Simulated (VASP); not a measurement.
A VASP calculation is set up with these files.

### POSCAR
```
CuAu
1
    2.7182047756     0.0000000000    -0.0000000000
    0.0000000000     2.7182047756     0.0000000000
   -0.0000000000    -0.0000000000     3.5097781537
Cu Au
1 1
Direct
  1.0000000000   1.0000000000   1.0000000000
  0.5000000000   0.5000000000   0.5000000000
```

INCAR:
```
ALGO = Normal
EDIFF = 1E-6
EDIFFG = -0.02
ENCUT = 500
GGA = PS
IBRION = 2
ISIF = 3
ISMEAR = 1
LASPH = .TRUE.
LCHARG = .FALSE.
LMAXMIX = 6
LREAL = .FALSE.
LWAVE = .FALSE.
NELM = 100
NSW = 40
PREC = Accurate
PSTRESS = 200
SIGMA = 0.1
SYSTEM = CuAu
```

File KPOINTS:
```
Automatic mesh
0
Gamma
13 13 10
0 0 0
```

POTCAR, in this order: Cu Au (PBE.64 set). Program: vasp_std.

Q: Translate this PBEsol calculation to Quantum ESPRESSO's pw.x.

A: One equivalent input (not run):
```
&CONTROL
  calculation = 'vc-relax'
  pseudo_dir = './pseudo'
  outdir = './out'
  tprnfor = .true.
  tstress = .true.
  nstep = 40
  forc_conv_thr = 0.00078
/
&SYSTEM
  ibrav = 0
  nat = 2
  ntyp = 2
  ecutwfc = 92
  occupations = 'smearing'
  smearing = 'methfessel-paxton'
  degauss = 0.00735
  input_dft = 'pbesol'
/
&ELECTRONS
  conv_thr = 7.3e-08
  electron_maxstep = 100
/
&IONS
/
&CELL
  press = 200
/
ATOMIC_SPECIES
  Cu 63.546 Cu.upf
  Au 196.967 Au.upf
CELL_PARAMETERS angstrom
     2.7182048    0.0000000   -0.0000000
     0.0000000    2.7182048    0.0000000
    -0.0000000   -0.0000000    3.5097782
ATOMIC_POSITIONS crystal
  Cu   1.0000000  1.0000000  1.0000000
  Au   0.5000000  0.5000000  0.5000000
K_POINTS automatic
  13 13 10 0 0 0
```
What does not carry over: the potentials are each code's own (VASP's PAW set, PseudoDojo norm-conserving files in pw.x), so ENCUT and ecutwfc are chosen apart and not converted; conv_thr bounds pw.x's estimated SCF error, while EDIFF bounds the energy change between steps; forc_conv_thr acts on force components and is met together with etot_conv_thr.

The compound is CuAu in the L1_0 structure. It was relaxed first under an external pressure of 20 GPa.
